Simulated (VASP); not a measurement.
Method: PBEsol GGA, VASP's PBE PAW potentials (set 64) (plane waves; VASP 6.6.1).

The input files of a VASP run:

File POSCAR:
```
SrVO3
1
    3.6702124890     0.0000000000    -0.0000000000
    0.0000000000     3.6702124890     0.0000000000
   -0.0000000000     0.0000000000     3.6702124890
Sr V O
1 1 3
Direct
  0.0000000000   0.0000000000   0.0000000000
  0.5000000000   0.5000000000   0.5000000000
  0.5000000000   0.0000000000   0.5000000000
  0.0000000000   0.5000000000   0.5000000000
  0.5000000000   0.5000000000   0.0000000000
```

INCAR:
```
SYSTEM = SrVO3
PREC = Accurate
ENCUT = 620
EDIFF = 1E-6
NELM = 100
ALGO = Normal
LREAL = .FALSE.
LASPH = .TRUE.
ISMEAR = 1
SIGMA = 0.1
GGA = PS
LMAXMIX = 4
LWAVE = .FALSE.
LCHARG = .FALSE.
IBRION = 2
ISIF = 3
NSW = 40
EDIFFG = -0.02
PSTRESS = 300
```

KPOINTS:
```
Automatic mesh
0
Gamma
 8 8 8
```

POTCAR, in this order: Sr_sv V_sv O (PBE.64 set). Program: vasp_std.

The run wrote:

**OSZICAR**
```
       N       E                     dE             d eps       ncg     rms          rms(c)
DAV:   1     0.509017697703E+03    0.50902E+03   -0.26900E+04  1680   0.209E+03
DAV:   2    -0.130033360939E+02   -0.52202E+03   -0.51710E+03  2032   0.545E+02
DAV:   3    -0.492892754259E+02   -0.36286E+02   -0.35988E+02  1808   0.143E+02
DAV:   4    -0.503304339101E+02   -0.10412E+01   -0.10387E+01  2928   0.227E+01
DAV:   5    -0.503413898599E+02   -0.10956E-01   -0.10947E-01  2056   0.177E+00    0.528E+01
DAV:   6    -0.417475232723E+02    0.85939E+01   -0.77083E+01  2360   0.775E+01    0.215E+01
DAV:   7    -0.412871653206E+02    0.46036E+00   -0.18233E+01  1920   0.418E+01    0.221E+01
DAV:   8    -0.409040347611E+02    0.38313E+00   -0.35484E+00  1936   0.195E+01    0.306E+00
DAV:   9    -0.408683545667E+02    0.35680E-01   -0.26503E-01  2104   0.519E+00    0.786E-01
DAV:  10    -0.408689857122E+02   -0.63115E-03   -0.18842E-02  2184   0.110E+00    0.204E-01
DAV:  11    -0.408689593957E+02    0.26317E-04   -0.57228E-04  2000   0.222E-01    0.107E-01
DAV:  12    -0.408689380768E+02    0.21319E-04   -0.24399E-04  2344   0.154E-01    0.448E-02
DAV:  13    -0.408689377340E+02    0.34280E-06   -0.18371E-05  2104   0.334E-02    0.191E-02
DAV:  14    -0.408689370354E+02    0.69864E-06   -0.32311E-06  1704   0.159E-02
   1 F= -.31611638E+02 E0= -.31610798E+02  d E =-.316116E+02
```

File OUTCAR:
```
------------------------ aborting loop because EDIFF is reached ----------------------------------------
  FORCE on cell =-STRESS in cart. coord.  units (eV):
  Direction    XX          YY          ZZ          XY          YZ          ZX
  --------------------------------------------------------------------------------------
  Total        9.2056229      9.2056229      9.2056229      0.0000000     -0.0000000      0.0000000
  in kB      298.3253332    298.3253332    298.3253332      0.0000000     -0.0000000      0.0000000
  external PRESSURE =      -1.6746668 kB  Pullay stress =     300.0000000 kB
  volume of cell :       49.44
      direct lattice vectors                 reciprocal lattice vectors
     3.670212489  0.000000000  0.000000000     0.272463789  0.000000000  0.000000000
     0.000000000  3.670212489  0.000000000     0.000000000  0.272463789  0.000000000
     0.000000000  0.000000000  3.670212489     0.000000000  0.000000000  0.272463789
 POSITION                                       TOTAL-FORCE (eV/Angst)
 -----------------------------------------------------------------------------------
      0.00000      0.00000      0.00000         0.000000      0.000000      0.000000
      1.83511      1.83511      1.83511         0.000000      0.000000      0.000000
      1.83511      0.00000      1.83511         0.000000      0.000000      0.000000
      0.00000      1.83511      1.83511         0.000000      0.000000      0.000000
      1.83511      1.83511      0.00000         0.000000      0.000000      0.000000
 -----------------------------------------------------------------------------------
    total drift:                                0.000000      0.000000     -0.000000
  FREE ENERGIE OF THE ION-ELECTRON SYSTEM (eV)
  ---------------------------------------------------
  free  energy   TOTEN  =       -40.8689370354 eV

  energy  without entropy=      -40.8664161214  energy(sigma->0) =      -40.86809673
  enthalpy is  TOTEN    =       -31.6116378805 eV   P V=        9.2572991548

 reached required accuracy - stopping structural energy minimisation
```
(Selected blocks of OUTCAR.)

**OUTCAR**
```
 val. band max:        7.8785816135   @ k =   0.2500   0.2500   0.0000

 cond. band min:       7.9616243499   @ k =   0.2500   0.0000   0.0000


 Fermi energy:         7.9575293077

 k-point     1 :       0.0000    0.0000    0.0000
  band No.  band energies     occupation
      1     -57.7609      2.00000
      2     -31.8105      2.00000
      3     -31.8105      2.00000
      4     -31.8105      2.00000
      5     -26.6534      2.00000
      6     -12.8646      2.00000
      7     -11.5362      2.00000
      8     -11.5362      2.00000
      9      -8.7543      2.00000
     10      -8.7543      2.00000
     11      -8.7543      2.00000
     12       2.0672      2.00000
     13       2.0672      2.00000
     14       2.0672      2.00000
     15       3.8745      2.00000
     16       3.8745      2.00000
     17       3.8745      2.00000
     18       5.0738      2.00000
     19       5.0738      2.00000
     20       5.0738      2.00000
     21       6.5393      2.00000
     22       6.5393      2.00000
     23       6.5393      2.00000
     24       9.5182     -0.00000

 k-point     2 :       0.1250    0.0000    0.0000
  band No.  band energies     occupation
      1     -57.7607      2.00000
      2     -31.8212      2.00000
      3     -31.8100      2.00000
      4     -31.8100      2.00000
      5     -26.6430      2.00000
      6     -12.8816      2.00000
      7     -11.5504      2.00000
      8     -11.5256      2.00000
      9      -8.7386      2.00000
     10      -8.7386      2.00000
     11      -8.5970      2.00000
     12       1.7899      2.00000
     13       2.0326      2.00000
     14       2.0326      2.00000
     15       3.5726      2.00000
     16       3.5726      2.00000
     17       3.6774      2.00000
     18       4.4975      2.00000
     19       4.9149      2.00000
     20       4.9149      2.00000
     21       6.5657      2.00000
     22       7.0483      2.00000
     23       7.0483      2.00000
     24       9.5455     -0.00000
...
```

The compound is SrVO3 in the cubic perovskite structure. It was relaxed first under an external pressure of 30 GPa. The run is not spin-polarised, so no magnetic state was tried. The electron count is odd and the run is not spin-polarised, which forces a metal.
